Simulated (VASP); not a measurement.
Consider the following.

```xyz
2
Lattice="0.0000 3.2783 3.2783 3.2783 0.0000 3.2783 3.2783 3.2783 0.0000" Properties=species:S:1:pos:R:3 pbc="T T T"
Cd     0.0000     0.0000     0.0000
Te     1.6391     1.6391     1.6391
```

All values below come from optB86b-vdW, VASP's PBE PAW potentials (set 64) (plane waves; VASP 6.6.1). Numerical set-up: 520 eV cut-off, 8×8×8 Γ-centred mesh, tetrahedra with Blöchl corrections, potentials Cd Te.

Unless said otherwise, spin-orbit coupling is left out, though it shifts the bands of the heavy elements here.

**Question.** Estimate the energy per atom (σ→0), band gap (on the k-mesh) with the smallest direct gap where there is one.

**Answer.** 
- band gap (on the k-mesh) = 0.56 eV
- smallest direct gap (on the k-mesh) = 0.56 eV
- energy per atom (σ→0) = 0.157 eV/atom

Total energies compare only between runs with the same potentials, cut-off and functional.

The compound is CdTe in the zinc blende structure. It was relaxed first.
